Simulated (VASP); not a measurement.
Here is the system:

```
PbSe
1.0
    0.00000     3.11826     3.11826
    3.11826     0.00000     3.11826
    3.11826     3.11826     0.00000
Pb Se
1 1
Direct
  0.00000   0.00000   0.00000
  0.50000   0.50000   0.50000
```

Computed with r2SCAN meta-GGA, VASP's PBE PAW potentials (set 64) (plane waves; VASP 6.6.1). Run with 480 eV cut-off, 8×8×8 Γ-centred mesh, Gaussian smearing of 0.050 eV, potentials Pb_d Se.

Task: Give the stress tensor in GPa (positive for a compressed cell).

Result: 
```
-1.37   0.00   0.00
 0.00  -1.37   0.00
 0.00   0.00  -1.37
```
The pressure is its mean diagonal, -1.37 GPa.

The compound is PbSe in the rock salt structure. This cell was strained or had an atom moved on purpose.
